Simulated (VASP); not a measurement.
# Sr3RhN3 (P6_3/m) in VASP: further runs

One crystal, Sr3RhN3, is run at these levels: PBE, r2SCAN; tasks: electric field gradients.

All numbers are computed with VASP 6.6.1; they aren't measurements. Logs are shortened: lines on timing, memory, paths and dates and some standing lists are left out, and cuts for length are marked.

### Step 1. The crystal as given

It takes space group P6_3/m (No. 176, hexagonal). The conventional cell has a = 7.690 Å, b = 7.690 Å, c = 5.306 Å, α = 90.00°, β = 90.00°, γ = 120.00°. Sr (site symmetry m) is surrounded by 5 N at 2.66 to 2.88 Å. Around Rh (site symmetry -6) lie 3 N at 1.89 Å. N (site symmetry m) has 1 Rh at 1.89 Å as nearest neighbours.

The cell comes from a database or a generator and needn't be the stable form of this composition.

### Step 2. Electric field gradients, PBE

The input, INCAR:

```
SYSTEM = Sr3RhN3
PREC = Accurate
ENCUT = 520
EDIFF = 1E-8
ISMEAR = -1
SIGMA = 0.02
LREAL = .False.
LASPH = .True.
NELM = 60
ALGO = Fast
ISIF = 2
LWAVE = .False.
LCHARG = .False.
GGA = PE
LEFG = .True.
NBANDS = 73
```

The input, KPOINTS:

```
Automatic mesh
0
Gamma
  4 4 5
  0 0 0
```

The input, POSCAR:

```
Sr3RhN3
1.0
    7.6895252977      0.0000000000      0.0000000000
   -3.8447626489      6.6593242509      0.0000000000
    0.0000000000      0.0000000000      5.3062733500
Sr Rh N
6 2 6
Direct
    0.9059411300      0.6366907900      0.2500000000
    0.7307496600      0.0940588700      0.2500000000
    0.3633092100      0.2692503400      0.2500000000
    0.0940588700      0.3633092100      0.7500000000
    0.2692503400      0.9059411300      0.7500000000
    0.6366907900      0.7307496600      0.7500000000
    0.6666666667      0.3333333333      0.7500000000
    0.3333333333      0.6666666667      0.2500000000
    0.8935441400      0.5942948700      0.7500000000
    0.7007507300      0.1064558600      0.7500000000
    0.4057051300      0.2992492700      0.7500000000
    0.1064558600      0.4057051300      0.2500000000
    0.2992492700      0.8935441400      0.2500000000
    0.5942948700      0.7007507300      0.2500000000
```

Potentials or basis: VASP PAW PBE potentials, release 64 (Sr_sv, Rh_pv, N).

On the command line:

```bash
> cat potpaw_PBE.64/Sr_sv/POTCAR potpaw_PBE.64/Rh_pv/POTCAR potpaw_PBE.64/N/POTCAR > POTCAR
> mpirun -np 1 vasp_std > vasp.out
```

OUTCAR:

```text
SYSTEM = Sr3RhN3
   PREC = Accurate
   ENCUT = 520
   EDIFF = 1E-8
   ISMEAR = -1
   LREAL = .False.
   LASPH = .True.
   NELM = 60
   ISIF = 2
   GGA = PE

 ion  position               nearest neighbor table
   1  0.906  0.637  0.250-  13 2.66   9 2.67   9 2.67  14 2.68  12 2.88   8 3.18   7 3.40   7 3.40
                             5 3.65   5 3.65   6 3.65   6 3.65   3 3.69   2 3.69   4 4.07   4 4.07
   2  0.731  0.094  0.250-  14 2.66  10 2.67  10 2.67  12 2.68  13 2.88   8 3.18   7 3.40   7 3.40
                             4 3.65   4 3.65   6 3.65   6 3.65   3 3.69   1 3.69   5 4.07   5 4.07
   3  0.363  0.269  0.250-  12 2.66  11 2.67  11 2.67  13 2.68  14 2.88   8 3.18   7 3.40   7 3.40
                             4 3.65   4 3.65   5 3.65   5 3.65   1 3.69   2 3.69   6 4.07   6 4.07
   4  0.094  0.363  0.750-  10 2.66  12 2.67  12 2.67  11 2.68   9 2.88   7 3.18   8 3.40   8 3.40
                             2 3.65   2 3.65   3 3.65   3 3.65   6 3.69   5 3.69   1 4.07   1 4.07
   5  0.269  0.906  0.750-  11 2.66  13 2.67  13 2.67   9 2.68  10 2.88   7 3.18   8 3.40   8 3.40
                             1 3.65   1 3.65   3 3.65   3 3.65   6 3.69   4 3.69   2 4.07   2 4.07
   6  0.637  0.731  0.750-   9 2.66  14 2.67  14 2.67  10 2.68  11 2.88   7 3.18   8 3.40   8 3.40
                             1 3.65   1 3.65   2 3.65   2 3.65   4 3.69   5 3.69   3 4.07   3 4.07
   7  0.667  0.333  0.750-  10 1.89   9 1.89  11 1.89   4 3.18   5 3.18   6 3.18   2 3.40   2 3.40
                             1 3.40   1 3.40   3 3.40   3 3.40
   8  0.333  0.667  0.250-  13 1.89  12 1.89  14 1.89   1 3.18   2 3.18   3 3.18   5 3.40   5 3.40
                             4 3.40   4 3.40   6 3.40   6 3.40
   9  0.894  0.594  0.750-   7 1.89   6 2.66   1 2.67   1 2.67   5 2.68   4 2.88
  10  0.701  0.106  0.750-   7 1.89   4 2.66   2 2.67   2 2.67   6 2.68   5 2.88
  11  0.406  0.299  0.750-   7 1.89   5 2.66   3 2.67   3 2.67   4 2.68   6 2.88
  12  0.106  0.406  0.250-   8 1.89   3 2.66   4 2.67   4 2.67   2 2.68   1 2.88
  13  0.299  0.894  0.250-   8 1.89   1 2.66   5 2.67   5 2.67   3 2.68   2 2.88
  14  0.594  0.701  0.250-   8 1.89   2 2.66   6 2.67   6 2.67   1 2.68   3 2.88

  LATTYP: Found a hexagonal cell.
 ALAT       =     7.6895252977
 C/A-ratio  =     0.6900651399

  Lattice vectors:

 A1 = (   7.6895252977,   0.0000000000,   0.0000000000)
 A2 = (  -3.8447626489,   6.6593242509,   0.0000000000)
 A3 = (   0.0000000000,   0.0000000000,   5.3062733500)

Analysis of symmetry for initial positions (statically):
=====================================================================
 Subroutine PRICEL returns:
 Original cell was already a primitive cell.

 Routine SETGRP: Setting up the symmetry group for a
 hexagonal supercell.

 Subroutine GETGRP returns: Found 12 space group operations
 (whereof  6 operations were pure point group operations)
 out of a pool of 24 trial point group operations.

The static configuration has the point symmetry S_6 .
 The point group associated with its full space group is C_6h.

[... 1110 lines left out ...]
     -0.00000      4.43955      1.32657         0.000000      0.000000      0.000000
      4.58601      3.95760      3.97971         0.050031      0.151022     -0.000000
      4.97914      0.70892      3.97971         0.105773     -0.118839      0.000000
      1.96914      1.99280      3.97971        -0.155804     -0.032182     -0.000000
     -0.74124      2.70172      1.32657        -0.050031     -0.151022      0.000000
     -1.13438      5.95040      1.32657        -0.105773      0.118839     -0.000000
      1.87563      4.66653      1.32657         0.155804      0.032182     -0.000000
 -----------------------------------------------------------------------------------
    total drift:                               -0.000001      0.000001     -0.000000

  FREE ENERGIE OF THE ION-ELECTRON SYSTEM (eV)
  ---------------------------------------------------
  free  energy   TOTEN  =       -81.0400151120 eV

  energy  without entropy=      -81.0275413834  energy(sigma->0) =      -81.03377825

 Electric field gradients (V/A^2)
---------------------------------------------------------------------
 ion       V_xx      V_yy      V_zz      V_xy      V_xz      V_yz
---------------------------------------------------------------------
   1     -30.021    98.275   -68.254    -3.471    -0.000    -0.000
   2      69.207    -0.953   -68.254   -53.819     0.000    -0.000
   3      63.195     5.059   -68.254    57.289    -0.000     0.000
   4     -30.021    98.275   -68.254    -3.471     0.000     0.000
   5      69.207    -0.953   -68.254   -53.819    -0.000     0.000
   6      63.195     5.059   -68.254    57.289     0.000    -0.000
   7      26.295    26.296   -52.591     0.001     0.000    -0.000
   8      26.295    26.296   -52.591     0.001    -0.000     0.000
   9      10.709    23.890   -34.600     2.345     0.000    -0.000
  10      18.564    16.036   -34.600    -6.881    -0.000     0.000
  11      22.627    11.974   -34.600     4.535    -0.000     0.000
  12      10.709    23.890   -34.600     2.345    -0.000     0.000
  13      18.564    16.036   -34.600    -6.881     0.000    -0.000
  14      22.627    11.974   -34.600     4.535     0.000    -0.000
---------------------------------------------------------------------

 Electric field gradients after diagonalization (V/A^2)
 (convention: |V_zz| > |V_xx| > |V_yy|)
----------------------------------------------------------------------
 ion       V_xx      V_yy      V_zz     asymmetry (V_yy - V_xx)/ V_zz
----------------------------------------------------------------------
   1     -68.254   -30.115    98.369       0.388
   2     -68.254   -30.115    98.369       0.388
   3     -68.254   -30.115    98.369       0.388
   4     -68.254   -30.115    98.369       0.388
   5     -68.254   -30.115    98.369       0.388
   6     -68.254   -30.115    98.369       0.388
   7      26.297    26.294   -52.591       0.000
   8      26.297    26.294   -52.591       0.000
   9      24.295    10.305   -34.600       0.404
  10      24.296    10.304   -34.600       0.404
  11      24.296    10.304   -34.600       0.404
  12      24.295    10.305   -34.600       0.404
  13      24.296    10.304   -34.600       0.404
  14      24.296    10.304   -34.600       0.404
----------------------------------------------------------------------

           NMR quadrupolar parameters

 Cq : quadrupolar parameter    Cq=e*Q*V_zz/h
 eta: asymmetry parameters     (V_yy - V_xx)/ V_zz
 Q  : nuclear electric quadrupole moment in mb (millibarn)
----------------------------------------------------------------------
 ion       Cq(MHz)       eta       Q (mb)
----------------------------------------------------------------------
   1       0.238       0.388       1.000
   2       0.238       0.388       1.000
   3       0.238       0.388       1.000
   4       0.238       0.388       1.000
   5       0.238       0.388       1.000
   6       0.238       0.388       1.000
   7      -0.127       0.000       1.000
   8      -0.127       0.000       1.000
   9      -0.084       0.404       1.000
  10      -0.084       0.404       1.000
  11      -0.084       0.404       1.000
  12      -0.084       0.404       1.000
  13      -0.084       0.404       1.000
  14      -0.084       0.404       1.000
----------------------------------------------------------------------
```

stdout:

```text
[... 62 lines left out ...]
```

It took 12 min on 1 thread of Intel Xeon Platinum 8488C (Sapphire Rapids), shared host; peak memory 0.48 GiB.

Results:

```yaml
Free_energy: -81.0400 eV
Pressure: 1.1 GPa
Largest_force: 0.159 eV/Å
Band_gap_on_the_k_mesh: none (metal or under the smearing width)
```

Forces in eV/Å, atoms in the order of the input:
```
Sr   0.011  0.020  0.000
Sr   0.012 -0.019  0.000
Sr  -0.023 -0.001  0.000
Sr  -0.011 -0.020  0.000
Sr  -0.012  0.019  0.000
Sr   0.023  0.001  0.000
Rh   0.000  0.000  0.000
Rh   0.000  0.000  0.000
N    0.050  0.151  0.000
N    0.106 -0.119  0.000
N   -0.156 -0.032  0.000
N   -0.050 -0.151  0.000
N   -0.106  0.119  0.000
N    0.156  0.032  0.000
```

Levels at points of the mesh, in eV from the Fermi level:
```
           k point  band 56  band 57  band 58  band 59  band 60  band 61  band 62  band 63  band 64  band 65
(0.00, 0.00, 0.00)    -1.79     0.00     0.00     0.14     0.14     0.17     0.63     0.63     1.11     1.11
(0.50, 0.00, 0.00)    -1.93    -0.35    -0.13    -0.05     0.12     0.17     1.04     1.19     1.28     2.10
```

Electric field gradients, principal values (V/Å²):
```csv
atom,Vxx,Vyy,Vzz
1 Sr,-30.115,-68.254,98.369
2 Sr,-30.115,-68.254,98.369
3 Sr,-30.115,-68.254,98.369
4 Sr,-30.115,-68.254,98.369
5 Sr,-30.115,-68.254,98.369
6 Sr,-30.115,-68.254,98.369
7 Rh,26.294,26.297,-52.591
8 Rh,26.294,26.297,-52.591
9 N,10.305,24.295,-34.600
10 N,10.304,24.296,-34.600
11 N,10.304,24.296,-34.600
12 N,10.305,24.295,-34.600
13 N,10.304,24.296,-34.600
14 N,10.304,24.296,-34.600
```

(Continued in part 2 of 2.)
